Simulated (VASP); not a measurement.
Input:

```yaml
crystal:
  lattice:
    - [3.33006, 0.00000, 0.00000]
    - [-1.66503, 2.88392, 0.00000]
    - [0.00000, 0.00000, 3.24997]
  atoms:
    - { symbol: Ru, position: [0.00000, 0.00000, 0.00000] }
    - { symbol: Se, position: [0.66667, 0.33333, 0.50000] }
```

Computed with PBE GGA, VASP's PBE PAW potentials (set 64) (plane waves; VASP 6.6.1). Settings: 400 eV cut-off, 8×8×7 Γ-centred mesh, Gaussian smearing of 0.050 eV, potentials Ru_pv Se.

**Question.** Predict the energy per atom (σ→0), pressure, band gap (on the k-mesh) with the smallest direct gap where there is one.

**Answer.** 
| Quantity | Value |
|---|---|
| band gap (on the k-mesh) | none (metal, semimetal or under 0.01 eV) |
| energy per atom (σ→0) | -5.949 eV/atom |
| pressure | 12.49 GPa |

The structure was generated: RuSe was put into the WC type (P-6m2), which need not be its known phase. The cell was not relaxed at this level.
